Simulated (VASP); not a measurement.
Data:

```xyz
3
Lattice="0.0000 2.7174 2.7174 2.7174 0.0000 2.7174 2.7174 2.7174 0.0000" Properties=species:S:1:pos:R:3 pbc="T T T"
Ce     0.0000     0.0000     0.0000
O      1.3587     1.3587     1.3587
O      4.0761     4.0761     4.0761
```

The numbers are results of r2SCAN meta-GGA, VASP's PBE PAW potentials (set 64) (plane waves; VASP), not measurements. Settings: 520 eV cut-off, 9×9×9 Γ-centred mesh, Gaussian smearing of 0.010 eV, potentials Ce O.

**Question.** Estimate the energy per atom (σ→0).

**Answer.** 
energy per atom (σ→0): -18.011 eV/atom

Total energies compare only between runs with the same potentials, cut-off and functional.

The compound is CeO2 in the fluorite structure. It was relaxed first. The run is not spin-polarised, so no magnetic state was tried.
